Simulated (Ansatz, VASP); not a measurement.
# BeCuTeCl in two plane-wave programs, part 2 of 2

One calculation is typed for both programs; each brings its own data sets. How far apart do they land? The cell is generated by rule, not measured, and may not be a known phase. The cell is taken from a series of runs on this material, whose earlier steps may have relaxed, scaled, displaced or heated it; both programs get it as it stands.

VASP 6.6.1 and Ansatz 0.2.0.

So far: The structure; VASP: relaxation of cell and atoms, LDA, pair 1.

## Step 3: Ansatz: relaxation of cell and atoms, LDA, pair 1

Level of this step: Ansatz beside VASP: Kohn-Sham DFT, plane waves, LDA (Ansatz).

Ansatz runs on its default PAW (the set named soft_2) files.

The same cell, functional (in two slightly different forms) and mesh now go to Ansatz, which takes its cutoff from its data sets.

Input file input.yaml:

```yaml
crystal:
  lattice:
    - [4.0628350713, 0.0, 0.0]
    - [0.0, 3.8754912781, 0.0]
    - [-0.3275275708, 0.0, 10.3128491301]
  atoms:
    - { symbol: Be, position: [0.8720329397, 0.0, 0.996134659] }
    - { symbol: Be, position: [0.4976611563, 0.5, 0.2527263949] }
    - { symbol: Cl, position: [0.0257625819, 0.5, 0.6453132749] }
    - { symbol: Cl, position: [0.5229486603, 0.0, 0.8634639735] }
    - { symbol: Cu, position: [0.0140553294, 0.0, 0.5130815727] }
    - { symbol: Cu, position: [0.5340639662, 0.5, 0.7355206822] }
    - { symbol: Te, position: [0.988024069, 0.5, 0.1131894706] }
    - { symbol: Te, position: [0.5034721539, 0.0, 0.3805699722] }
kpoints:
  mp_grid: { grid: [6, 6, 4] }
hamiltonian:
  xc: lda
scf:
  occupations: { method: fixed }
output:
  forces: true
  stress: true
  eigenvalues: true
relax:
  adjacent_minimum: "off"
  f_tol: 0.001
  max_steps: 60
  cell: { stress_tol: 0.01 }
```

The run is started by

```console
$ ansatz run input.yaml --threads 4 --pin off --max-ram 14336MiB --backend cpu --events-out ev --progress --plain --runs-dir out
```

Numbers of over 12 decimals in the logs are rounded to 6 here.

Log:

```text
Engine: ansatz 0.2.0, aarch64-unknown-linux-gnu
Pseudopotentials: kind: paw
Pseudopotential: Be, paw, valence charge 2, recommended cutoff 420 eV (normal), Be.paw.azcp
Pseudopotential: Cl, paw, valence charge 7, recommended cutoff 420 eV (normal), Cl.paw.azcp
Pseudopotential: Cu, paw, valence charge 19, recommended cutoff 420 eV (normal), Cu.paw.azcp
Pseudopotential: Te, paw, valence charge 16, recommended cutoff 420 eV (normal), Te.paw.azcp
Functional definition: SPW92
  exchange = slater_x
  correlation = pw_c
Crystal: 8 atoms, lattice volume = 162.381 Å³
Basis set: ecut = 420 eV, 3187 PW (Γ)
Bands: 53, of which v1, the nominal top of the filled ones, is band 44 counted from 1 (43 counted from 0)
Symmetry: 2 space group operations
Space group: Pm (ITA 6), of the structure as read, at distance tolerance 5.5e-5 Å
k-points: 56 of 144 (time reversal used)
Non-local potential: Be, projectors of the file, l = 0: 2, l = 1: 2, l = 2: 1
Non-local potential: Cl, projectors of the file, l = 0: 2, l = 1: 2, l = 2: 2
Non-local potential: Cu, projectors of the file, l = 0: 3, l = 1: 2, l = 2: 3, l = 3: 1
Non-local potential: Te, projectors of the file, l = 0: 2, l = 1: 2, l = 2: 2, l = 3: 2
PAW form: soft (Blöchl's): semilocal exchange-correlation on the pseudo side does not see the compensation charge
PAW frozen core: Be, regenerated for the run's functional, and the local potential with it (the file was generated under x = pbe(κ = 0.804, μ = 0.219515), c = pbe(β = 0.066725))
PAW frozen core: Cl, regenerated for the run's functional, and the local potential with it (the file was generated under x = pbe(κ = 0.804, μ = 0.219515), c = pbe(β = 0.066725))
PAW frozen core: Cu, regenerated for the run's functional, and the local potential with it (the file was generated under x = pbe(κ = 0.804, μ = 0.219515), c = pbe(β = 0.066725))
PAW frozen core: Te, regenerated for the run's functional, and the local potential with it (the file was generated under x = pbe(κ = 0.804, μ = 0.219515), c = pbe(β = 0.066725))
PAW one-centre angular grid: Be, 110 points (default); XC on 64 Gauss nodes
PAW one-centre angular grid: Cl, 110 points (default); XC on 64 Gauss nodes
PAW one-centre angular grid: Cu, 590 points (default); XC on 64 Gauss nodes
PAW one-centre angular grid: Te, 590 points (default); XC on 64 Gauss nodes
Initial density: superposition of atomic densities (neutral atoms: chi_scale 0, normalization atom), corrected by the library's trained network
Initial wavefunctions: pseudopotential atomic-orbital guess
Functional: x = slater, c = lda
SCF iter   1: F=—  HF=-29033.028619 eV  |F-HF|=—  |Δ(HF+E_count)|=         —  Δρ=1.05e-2  dr2=1.67e-1  ethr=1.77e-3  ⟨swp⟩=5.2  Hψ=10362  notcnv=0  defer=364
preconditioner: auto → Resta (q_TF=auto, 2.463 Å⁻¹)  ε∞=6.5  [insulator: Δε(μ)=0.956 eV  Ē_g=8.965 eV  n_scr=48 (ndim 8)  ℏωp=21.0 eV  f_vac=0.040  ε∞_Penn≈6.5]
SCF iter   2: F=—  HF=-29033.006198 eV  |F-HF|=—  |Δ(HF+E_count)|=   2.24e-2  Δρ=6.36e-3  dr2=6.04e-2  ethr=1.90e-4  ⟨swp⟩=2.0  Hψ=5998  notcnv=0  defer=390
SCF iter   3: F=—  HF=-29032.992419 eV  |F-HF|=—  |Δ(HF+E_count)|=   1.38e-2  Δρ=3.92e-3  dr2=2.12e-2  ethr=6.86e-5  ⟨swp⟩=2.0  Hψ=5350  notcnv=0  defer=391
SCF iter   4: F=—  HF=-29032.988170 eV  |F-HF|=—  |Δ(HF+E_count)|=   4.25e-3  Δρ=1.71e-3  dr2=4.76e-3  ethr=2.41e-5  ⟨swp⟩=2.0  Hψ=3970  notcnv=0  defer=389
SCF iter   5: F=—  HF=-29032.987066 eV  |F-HF|=—  |Δ(HF+E_count)|=   1.10e-3  Δρ=4.27e-4  dr2=3.16e-4  ethr=5.40e-6  ⟨swp⟩=2.0  Hψ=3597  notcnv=0  defer=392
SCF iter   6: F=—  HF=-29032.987053 eV  |F-HF|=—  |Δ(HF+E_count)|=   1.28e-5  Δρ=5.02e-4  dr2=2.54e-4  ethr=3.59e-7  ⟨swp⟩=2.0  Hψ=5207  notcnv=0  defer=383
SCF iter   7: F=—  HF=-29032.986995 eV  |F-HF|=—  |Δ(HF+E_count)|=   5.84e-5  Δρ=6.17e-5  dr2=6.41e-6  ethr=2.89e-7  ⟨swp⟩=2.0  Hψ=5195  notcnv=0  defer=333
SCF iter   8: F=—  HF=-29032.987000 eV  |F-HF|=—  |Δ(HF+E_count)|=   4.62e-6  Δρ=3.46e-5  dr2=1.62e-6  ethr=7.29e-9  ⟨swp⟩=2.1  Hψ=3725  notcnv=0  defer=256
SCF iter   9: F=—  HF=-29032.987000 eV  |F-HF|=—  |Δ(HF+E_count)|=   1.64e-8  Δρ=8.40e-6  dr2=1.37e-7  ethr=1.85e-9  ⟨swp⟩=2.0  Hψ=3549  notcnv=0  defer=256
SCF iter  10: F=-29032.987000 eV  HF=-29032.987000 eV  |F-HF|=4.21e-9  |Δ(HF+E_count)|=   6.12e-9  Δρ=2.28e-6  dr2=1.28e-8  ethr=1.14e-10  ⟨swp⟩=13.9  Hψ=15504  notcnv=0
SCF 1 converged in 10 iterations: F = -29032.987000 eV  dr2 = 1.28e-8
  greatest PAW one-centre occupation: 1.000 electrons in one spin orbital (limit 2), on the Cu atom at site 5 (counted from 0), in its partial waves of l = 1
relax step   1: F+E_penalty+E_count = -29032.98699971 eV  Δ(F+E_penalty+E_count) = +0.000e0 eV  max|allowed force component| = 6.648e-3 eV/Å  Δτ_max = 0.0000 Å  P = +0.002 GPa  Ω = 162.381 Å³  (10 SCF iters, dr2 threshold 1.00e-7 eV, accepted)
[...]
relax step   4: F+E_penalty+E_count = -29032.98701843 eV  Δ(F+E_penalty+E_count) = -1.380e-6 eV  max|allowed force component| = 7.976e-4 eV/Å  Δτ_max = 0.0005 Å  P = -0.001 GPa  Ω = 162.383 Å³  energy of the carried Pulay correction = -4.648e-7 eV  (8 SCF iters, dr2 threshold 1.29e-10 eV, accepted)
[...]
relax step   5: F+E_penalty+E_count = -29032.98701435 eV  Δ(F+E_penalty+E_count) = +4.083e-6 eV  max|allowed force component| = 7.963e-4 eV/Å  Δτ_max = 0.0000 Å  P = -0.001 GPa  Ω = 162.383 Å³  stress off target by 4.12e-3 GPa  SCF on the basis re-selected at this cell (its energy is not comparable with the rows above)  (7 SCF iters)
basis re-selected at this cell: Δ(F+E_penalty+E_count) = +4.083e-6 eV, ΔP = +0.000 GPa vs the last step (what re-selecting the basis moved, of the pressure what is left beyond the Pulay correction that the steps carried, after the strain that the cell walked since its last selection, with what the two solves' SCF thresholds leave and, on support functions, any second-order correction that the steps lacked; it is no m [...]
SCF converged after 7 iterations
Free energy (F): -29032.987014 eV
Harris-Foulkes:  -29032.987014 eV  (|F-HF|=4.00e-11)
Internal energy: -29032.987014 eV  (E = F + TS)
E sigma→0 (E₀):  -29032.987014 eV
Fermi energy:    8.441376 eV
--- Per-component energies (eV) ---
  E_band       = -1559.805633
  E_kinetic    = 1330.451218
  E_local      = -16688.550681  (includes V_loc(G=0)·N_el)
  E_nonlocal   = 277.126386
  E_hartree    = 7977.404503
  E_xc         = -673.091731
  E_vxc        = -720.617925  (∫ρ·V_xc dr)
  E_paw        = -13591.676632  (= ΣΔE_a)
  E_vpaw       = -1713.023986  (= ΣTr[D̂ρ^β])
  E_aug_tail   = 0.000230  (compensation charges beyond the density's cutoff)
  E_ewald      = -7667.348509
  E_core_change = 2.698200  (= ΣΔE_core)
  E_smearing   = -0.000000  (= −TS)
  E_closure    = 0.000000  (closes the sum)
  Σ components = -29032.987014   (vs F -29032.987014, Δ=0.00e0)
--- Forces (eV/Å), atoms counted from 1 ---
  atom   1  Be    -0.00026374    -0.00000000    -0.00011312
  atom   2  Be     0.00003487    -0.00000000    -0.00011741
  atom   3  Cl    -0.00011156     0.00000000     0.00013739
  atom   4  Cl     0.00023132    -0.00000000    -0.00019655
  atom   5  Cu     0.00057699     0.00000000    -0.00071588
  atom   6  Cu    -0.00017732     0.00000000     0.00079686
  atom   7  Te     0.00004164     0.00000000     0.00017473
  atom   8  Te    -0.00033027    -0.00000000     0.00003856
  max |Σ_I F_I| component: 4.58e-6 eV/Å
--- Stress (GPa, compression-positive) ---
        0.002023       0.000000       0.000049
        0.000000      -0.000295      -0.000000
        0.000049      -0.000000      -0.004119
  P = ⅓ Tr σ = -0.0008 GPa (-0.008 kbar)
--- Band table (eV; the first three rows and the last of 56) ---
  k-point 0: bands = [... 40 lower, 6.6109, 7.5433, 7.5799, 8.2491, 9.2036, 9.3858, 10.0840, 10.5992, ... 5 higher]
  k-point 1: bands = [... 40 lower, 6.6958, 7.4387, 7.4852, 8.2315, 9.3660, 9.5030, 10.0454, 10.5763, ... 5 higher]
  k-point 2: bands = [... 40 lower, 6.8277, 7.3133, 7.4123, 8.2138, 9.3885, 9.8623, 9.8979, 10.5832, ... 5 higher]
  k-point 55: bands = [... 40 lower, 6.3047, 6.4753, 6.6667, 6.7224, 9.5706, 10.7821, 11.0500, 11.3767, ... 5 higher]
--- Relaxed structure (4 steps of the walk, 4 accepted, 1 SCFs on fresh bases) ---
  F+E_penalty+E_count = -29032.98701435 eV   max|allowed force component| = 7.963e-4 eV/Å   (the final SCF, on the basis selected at the relaxed cell)
  cell:  # Å, volume = 162.3828 Å³
    - [4.064243, 0.0, -0.000113244]
    - [0.0, 3.876934, 0.0]
    - [-0.327929, 0.0, 10.305580]
  atoms:
    - { symbol: Be, position: [0.872129, 0.0, 0.996136] }
    - { symbol: Be, position: [0.497636, 0.5, 0.252747] }
    - { symbol: Cl, position: [0.025645, 0.5, 0.645351] }
    - { symbol: Cl, position: [0.522972, 0.0, 0.863452] }
    - { symbol: Cu, position: [0.014189, 0.0, 0.513081] }
    - { symbol: Cu, position: [0.533967, 0.5, 0.735524] }
    - { symbol: Te, position: [0.987900, 0.5, 0.113161] }
    - { symbol: Te, position: [0.503584, 0.0, 0.380547] }
```

In the SCF lines HF is the Harris–Foulkes energy and dr2 the Hartree energy of the density residual, in eV; the loop may stop once dr2 is under the threshold and the program's other checks hold. Hψ counts applications of the Hamiltonian.

## Step 4: Differences

Known differences besides the potentials themselves: the two LDA forms differ slightly; fixed occupations in Ansatz, narrow Gaussian smearing in VASP; the data sets hold 88 valence electrons in Ansatz (on its default PAW (the set named soft_2) files) and 52 in VASP; the cutoff is 420 eV in Ansatz and 600 eV in VASP; VASP's log shows a relativistic correction to its local exchange, Ansatz's none; Ansatz adds a Pulay correction to the stress that steers its cell, VASP none. Total energies have different zeros and are not compared.

Compared:

| quantity | Ansatz | VASP | difference |
| --- | --- | --- | --- |
| volume (Å³) | 162.38 | 163.10 | -0.44 % |
| edge a after relaxation, in the typed setting (Å) | 4.064 | 4.073 | -0.22 % |
| edge b after relaxation, in the typed setting (Å) | 3.877 | 3.883 | -0.16 % |
| edge c after relaxation, in the typed setting (Å) | 10.311 | 10.316 | -0.05 % |

## Step 5: Ansatz: relaxation of cell and atoms, LDA, pair 2

The relaxed volume is the usual yardstick between codes: in a stiff, nearly cubic crystal its relative difference is about their pressure difference at one cell divided by the bulk modulus. Its start cell is another than that of the pair before, and may be another structure of the material.

The cell is taken from a series of runs on this material, whose earlier steps may have relaxed, scaled, displaced or heated it; both programs get it as it stands.

Input file input.yaml:

```yaml
crystal:
  lattice:
    - [2.7345546278, 2.7345546278, 0.0]
    - [-2.7829390716, 2.7829390716, 0.0]
    - [0.0, 0.0, 10.3736121072]
  atoms:
    - { symbol: Be, position: [0.0, 0.0, -0.0185183533] }
    - { symbol: Be, position: [0.5, 0.5, 0.248516433] }
    - { symbol: Cl, position: [0.5, 0.0, 0.6477474888] }
    - { symbol: Cl, position: [1.0, 0.5, 0.875283593] }
    - { symbol: Cu, position: [0.0, 0.0, 0.5164160784] }
    - { symbol: Cu, position: [0.5, 0.5, 0.7454858418] }
    - { symbol: Te, position: [0.5, 0.0, 0.1085260258] }
    - { symbol: Te, position: [1.0, 0.5, 0.3765428925] }
kpoints:
  mp_grid: { grid: [10, 10, 4] }
hamiltonian:
  xc: lda
scf:
  occupations: { method: gaussian, width: 0.1 }
output:
  forces: true
  stress: true
  eigenvalues: true
  write_density: true
  write_potential: true
  elf: true
  volumetric_format: npy
relax:
  adjacent_minimum: "off"
  f_tol: 0.005
  max_steps: 80
  cell: { stress_tol: 0.05 }
```

Log:

```text
[...]
Crystal: 8 atoms, lattice volume = 157.888 Å³
Basis set: ecut = 420 eV, 3115 PW (Γ)
Bands: 53, of which v1, the nominal top of the filled ones, is band 44 counted from 1 (43 counted from 0)
Symmetry: 4 space group operations
[...]
k-points: 108 of 400 (time reversal used)
[...]
- [-2.783674, 2.783674, 0]
    - [0, 0, 10.338225]
  atoms:
    - { symbol: Be, position: [0, 0, -0.019073] }
    - { symbol: Be, position: [0.5, 0.500000, 0.248455] }
    - { symbol: Cl, position: [0.500000, 0, 0.647685] }
    - { symbol: Cl, position: [1.0, 0.5, 0.874977] }
    - { symbol: Cu, position: [0, 0, 0.516701] }
    - { symbol: Cu, position: [0.5, 0.500000, 0.746630] }
    - { symbol: Te, position: [0.500000, 0, 0.108076] }
    - { symbol: Te, position: [1.0, 0.5, 0.376549] }
[key lines of the parts left out:]
SCF converged after 8 iterations
Free energy (F): -29032.919534 eV
Fermi energy:    9.197296 eV
P = ⅓ Tr σ = 0.0034 GPa (0.034 kbar)
```

## Step 6: VASP: relaxation of cell and atoms, LDA, pair 2

The same cell, functional (in two slightly different forms), mesh and smearing now go to VASP, with its own data sets.

Input file INCAR:

```
SYSTEM = BeCuTeCl
PREC = Accurate
ENCUT = 600
EDIFF = 1E-07
NELM = 120
ISMEAR = 0
SIGMA = 0.1
LREAL = .FALSE.
ALGO = Normal
GGA = CA
NBANDS = 34
LASPH = .TRUE.
LORBIT = 11
LWAVE = .FALSE.
LCHARG = .FALSE.
ISIF = 3
IBRION = 2
NSW = 80
EDIFFG = -0.005
GGA_COMPAT = .FALSE.
NELMIN = 4
KPAR = 2
```

Input file POSCAR:

```
BeCuTeCl
1.0
    2.7345550000      2.7345550000      0.0000000000
   -2.7829390000      2.7829390000      0.0000000000
    0.0000000000      0.0000000000     10.3736120000
Be Cl Cu Te
2 2 2 2
Direct
    0.0000000000      0.0000000000      0.9814816671
    0.5000000000      0.5000000000      0.2485164280
    0.4999998172      0.0000000000      0.6477474770
    0.9999998172      0.5000000000      0.8752835560
    0.0000000000      0.0000000000      0.5164160757
    0.5000000000      0.5000000000      0.7454858539
    0.4999998172      0.0000000000      0.1085260370
    0.9999998172      0.5000000000      0.3765429052
```

Input file KPOINTS:

```
Automatic mesh
0
Gamma
10 10 4
0 0 0
```

The projector-augmented-wave data sets are Be, Cl, Cu and Te (LDA family, release 64).

The run is started by

```console
$ mpirun -np 2 vasp_std
```

Log:

```text
[... set-up lines as in an earlier step ...]
 entering main loop
       N       E                     dE             d eps       ncg     rms          rms(c)
DAV:   1     0.459055252323E+03    0.45906E+03   -0.23008E+04  7344   0.177E+03
DAV:   2     0.380860661550E+02   -0.42097E+03   -0.40427E+03  7422   0.374E+02
DAV:   3    -0.294003251071E+02   -0.67486E+02   -0.65803E+02 10654   0.162E+02
DAV:   4    -0.339357221288E+02   -0.45354E+01   -0.45106E+01 11256   0.412E+01
[...]
DAV:  15    -0.325394725993E+02    0.26063E-05   -0.28550E-05 12136   0.135E-01    0.662E-03
DAV:  16    -0.325394723000E+02    0.29936E-06   -0.43618E-06 11904   0.370E-02    0.397E-03
DAV:  17    -0.325394722645E+02    0.35484E-07   -0.40324E-07  8792   0.118E-02
   1 F= -.32539472E+02 E0= -.32538183E+02  d E =-.325395E+02
[... from here on, the cycles between the ionic steps are left out ...]
   2 F= -.32539948E+02 E0= -.32538652E+02  d E =-.475605E-03
   3 F= -.32539948E+02 E0= -.32538652E+02  d E =-.475651E-03
   4 F= -.32539948E+02 E0= -.32538651E+02  d E =-.475510E-03
   5 F= -.32539824E+02 E0= -.32538533E+02  d E =-.352172E-03
   6 F= -.32539947E+02 E0= -.32538651E+02  d E =-.474427E-03
   7 F= -.32540030E+02 E0= -.32538742E+02  d E =-.835843E-04
   8 F= -.32540115E+02 E0= -.32538842E+02  d E =-.168096E-03
   9 F= -.32540115E+02 E0= -.32538845E+02  d E =-.168707E-03
  10 F= -.32540148E+02 E0= -.32538905E+02  d E =-.330115E-04
  11 F= -.32540148E+02 E0= -.32538906E+02  d E =-.329628E-04
  12 F= -.32540171E+02 E0= -.32538930E+02  d E =-.221554E-04
  13 F= -.32540177E+02 E0= -.32538939E+02  d E =-.284598E-04
  14 F= -.32540178E+02 E0= -.32538940E+02  d E =-.299165E-04
  15 F= -.32540186E+02 E0= -.32538936E+02  d E =-.740895E-05
 trial-energy change:   -0.000007  1 .order   -0.000007   -0.000010   -0.000004
 step:   2.8958(harm=  2.8958)  dis= 0.00078  next Energy=   -32.540186 (dE=-0.820E-05)
 reached required accuracy - stopping structural energy minimisation
```

OUTCAR, selected parts (step 6):

```text
  Total        0.0047715      0.0047715      0.0103744     -0.0040461      0.0000000      0.0000000
  in kB        0.0482894      0.0482894      0.1049934     -0.0409480      0.0000000      0.0000000
  external PRESSURE =       0.0671908 kB  Pullay stress =       0.0000000 kB

 POSITION                                       TOTAL-FORCE (eV/Angst)
 -----------------------------------------------------------------------------------
     -0.00000      0.00000     10.15418         0.000000     -0.000000     -0.002818
     -0.02328      2.76557      2.57158         0.000000     -0.000000      0.001602
     -1.41771      4.16000      6.70473        -0.000000      0.000000      0.000362
      1.34786      4.13672      9.05906        -0.000000      0.000000      0.001864
     -0.00000      0.00000      5.34336         0.000000     -0.000000      0.002518
     -0.02328      2.76557      7.72391         0.000000     -0.000000      0.001365
      1.37114      1.37114      1.12029         0.000000     -0.000000     -0.003995
      1.34786      4.13672      3.89807         0.000000     -0.000000     -0.000896
 -----------------------------------------------------------------------------------
    total drift:                                0.001177      0.001177      0.000595

  FREE ENERGIE OF THE ION-ELECTRON SYSTEM (eV)
  ---------------------------------------------------
  free  energy   TOTEN  =       -32.5401856870 eV

  energy  without entropy=      -32.5376863767  energy(sigma->0) =      -32.53893603

[... 1 part as in an earlier step ...]

[... 3 further parts left out ...]
[key lines of the parts left out:]
E-fermi :   6.1846
```

The run keeps the 4 symmetry operations of its start, so it cannot find a distortion of lower symmetry.

## Step 7: Comparison

What differs besides the data sets and the points named for the pairs above, as far as they apply: the data sets hold 88 valence electrons in Ansatz (on its default PAW (the set named soft_2) files) and 52 in VASP. Total energies have different zeros and are not compared.

Compared:

| quantity | Ansatz | VASP | difference |
| --- | --- | --- | --- |
| volume (Å³) | 157.58 | 158.31 | -0.46 % |
| edge a after relaxation, in the typed setting (Å) | 3.872 | 3.878 | -0.17 % |
| edge b after relaxation, in the typed setting (Å) | 3.937 | 3.944 | -0.19 % |
| edge c after relaxation, in the typed setting (Å) | 10.338 | 10.350 | -0.11 % |

## Step 8: Results

| Item | Value |
| --- | --- |
| difference in volume (relaxation of cell and atoms, LDA, pair 1) | -0.44 % |
| difference in volume (relaxation of cell and atoms, LDA, pair 2) | -0.46 % |

What this shows: The difference in volume is -0.46 % (relaxation of cell and atoms, LDA, pair 2), within the 1.2 % picked in this series as the mark of a large difference, as far as the stopping tolerances let one tell. The data sets hold unlike numbers of valence electrons (88 in Ansatz and 52 in VASP), so part of the differences comes from the potentials. 1 further run of this series is not shown here. How closely two codes agree says nothing of how well the functional describes the real material.

[Lines on the potential files, build, host, timing and source positions are cut from VASP's logs without a mark.]

[Logs are printed without paths, hosts, clocks, repeated set-up lines and the standing remarks that a program may print on its own settings, such as how far it seeks lower states.]

[Hosts, paths, dates, database ids (printed as entryN), source tags and the programs' standing remarks are cut or masked in the printed files.]
